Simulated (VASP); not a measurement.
Computed with PBE GGA, VASP's PBE PAW potentials (set 64) (plane waves; VASP).

Input for VASP

**INCAR**
```
SYSTEM=GdN
PREC=Accurate; ENCUT=520; LREAL=.FALSE.
LASPH=.TRUE.
EDIFF=1E-6; NELM=100; ALGO=Normal
LMAXMIX=6
ISMEAR=0; SIGMA=0.2
GGA=PE
ISIF=2
LWAVE=.FALSE.; LCHARG=.FALSE.
```

File POSCAR:
```
GdN
2.53980
  0.0000000000   1.0000000000   1.0000000000
  1.0000000000   0.0000000000   1.0000000000
  1.0000000000   1.0000000000   0.0000000000
Gd N
1 1
Cartesian
  0.0000000000   0.0000000000   0.0000000000
  1.0000000000   1.0000000000   1.0000000000
```

### KPOINTS
```
Regular mesh
0
gamma
 8 8 8
```

POTCAR, in this order: Gd_3 N (PBE.64 set). Program: vasp_std.

What VASP printed:

**OSZICAR**
```
       N       E                     dE             d eps       ncg     rms          rms(c)
DAV:   1     0.438376738837E+02    0.43838E+02   -0.66401E+03   638   0.115E+03
DAV:   2    -0.154243488411E+02   -0.59262E+02   -0.55890E+02   863   0.237E+02
DAV:   3    -0.183932344151E+02   -0.29689E+01   -0.29401E+01   839   0.432E+01
DAV:   4    -0.184352653447E+02   -0.42031E-01   -0.41943E-01   804   0.478E+00
DAV:   5    -0.184360139231E+02   -0.74858E-03   -0.74836E-03   865   0.555E-01    0.239E+01
DAV:   6    -0.163551993627E+02    0.20808E+01   -0.19888E+01   740   0.258E+01    0.226E+01
DAV:   7    -0.161184064100E+02    0.23679E+00   -0.15990E+00   730   0.806E+00    0.157E+01
DAV:   8    -0.161202137291E+02   -0.18073E-02   -0.14579E-01   695   0.402E+00    0.624E+00
DAV:   9    -0.161141936922E+02    0.60200E-02   -0.16612E-02   777   0.117E+00    0.747E-01
DAV:  10    -0.161145571567E+02   -0.36346E-03   -0.68230E-04   876   0.226E-01    0.534E-01
DAV:  11    -0.161145168024E+02    0.40354E-04   -0.26349E-04   769   0.114E-01    0.162E-02
DAV:  12    -0.161145178053E+02   -0.10029E-05   -0.98827E-06   821   0.278E-02    0.169E-02
DAV:  13    -0.161145177425E+02    0.62795E-07   -0.22229E-06   587   0.112E-02
   1 F= -.16114518E+02 E0= -.16113664E+02  d E =-.170743E-02
```

File OUTCAR:
```
------------------------ aborting loop because EDIFF is reached ----------------------------------------
  FORCE on cell =-STRESS in cart. coord.  units (eV):
  Direction    XX          YY          ZZ          XY          YZ          ZX
  --------------------------------------------------------------------------------------
  Total       -1.6521419     -1.6521419     -1.6521419      0.0000000      0.0000000     -0.0000000
  in kB      -80.7847479    -80.7847479    -80.7847479      0.0000000      0.0000000     -0.0000000
  external PRESSURE =     -80.7847479 kB  Pullay stress =       0.0000000 kB
  volume of cell :       32.77
      direct lattice vectors                 reciprocal lattice vectors
     0.000000000  2.539800000  2.539800000    -0.196865895  0.196865895  0.196865895
     2.539800000  0.000000000  2.539800000     0.196865895 -0.196865895  0.196865895
     2.539800000  2.539800000  0.000000000     0.196865895  0.196865895 -0.196865895
 POSITION                                       TOTAL-FORCE (eV/Angst)
 -----------------------------------------------------------------------------------
      0.00000      0.00000      0.00000        -0.000000      0.000000     -0.000000
      2.53980      2.53980      2.53980         0.000000     -0.000000      0.000000
 -----------------------------------------------------------------------------------
    total drift:                                0.000000      0.000000      0.000000
  FREE ENERGIE OF THE ION-ELECTRON SYSTEM (eV)
  ---------------------------------------------------
  free  energy   TOTEN  =       -16.1145177425 eV

  energy  without entropy=      -16.1128103132  energy(sigma->0) =      -16.11366403
```
(Selected blocks of OUTCAR.)

The 4f electrons are frozen in the core of the lanthanide potential, so 4f levels, which can set the real gap, and their magnetism are missing.

The compound is GdN in the rock salt structure. The cell was not relaxed at this level. The run is one of a series of settings (SIGMA = 0.2 against the base run), some of them coarse on purpose.
